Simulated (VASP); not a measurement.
```
NiSi2
1.0
    0.00000     2.66957     2.66957
    2.66957     0.00000     2.66957
    2.66957     2.66957     0.00000
Si Ni
2 1
Direct
  0.25000   0.25000   0.25000
  0.75000   0.75000   0.75000
  0.00000   0.00000   0.00000
```

The numbers are results of PBE GGA, VASP's PBE PAW potentials (set 64) (plane waves; VASP 6.6.1), not measurements. Settings: 500 eV cut-off, 10×10×10 Γ-centred mesh, first-order Methfessel-Paxton smearing of 0.10 eV, potentials Si Ni.

Energy and stress use the plane-wave basis of the starting cell.

Problem. The ions, cell shape and volume at an external pressure of 20.0 GPa are relaxed. Predict the relaxed structure.

Solution. 
```
NiSi2
1.0
    0.00000     2.62708     2.62708
    2.62708     0.00000     2.62708
    2.62708     2.62708     0.00000
Si Ni
2 1
Direct
  0.25000   0.25000   0.25000
  0.75000   0.75000   0.75000
  0.00000   0.00000   0.00000
```
Space group Fm-3m (225), at a tolerance of 0.03 Å.

Problem. How do energy and volume change from the first to the last step?

Solution. The energy (σ→0) changes by +55.2 meV/atom and the volume by -4.7 %, in 3 ionic steps.

```
step  E(σ→0) (eV)  max force (eV/Å)  pressure (GPa)  volume (Å³)
----  -----------  ----------------  --------------  -----------
1        -17.3013             0.000            9.84        38.05
2        -16.6963             0.000           38.73        33.79
3        -17.1357             0.000           19.77        36.26
```

The compound is NiSi2 in the fluorite structure. This run relaxes it under an external pressure of 20 GPa. Symmetry was kept, so distortions that lower it aren't found. The run is not spin-polarised, so no magnetic state was tried.
